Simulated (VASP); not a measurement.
Here is the system:

```xyz
2
Lattice="2.9171 0.0000 0.0000 0.0000 2.9171 0.0000 0.0000 0.0000 2.9171" Properties=species:S:1:pos:R:3 pbc="T T T"
Al     1.4586     1.4586     1.4586
Ni     0.0000     0.0000     0.0000
```

Method: RPBE GGA, VASP's PBE PAW potentials (set 64) (plane waves; VASP). Numerical set-up: 520 eV cut-off, 14×14×14 Γ-centred mesh, tetrahedra with Blöchl corrections, potentials Al Ni.

Problem. Predict the energy per atom (σ→0), band gap (on the k-mesh) with the smallest direct gap where there is one.

Solution. 
```json
{
 "band gap (on the k-mesh)": "none (metal, semimetal or under 0.01 eV)",
 "energy per atom (σ→0)": "-4.875 eV/atom"
}
```

Total energies compare only between runs with the same potentials, cut-off and functional.

The compound is NiAl in the CsCl type structure. It was relaxed first. The run is not spin-polarised, so no magnetic state was tried. The electron count is odd and the run is not spin-polarised, which forces a metal.
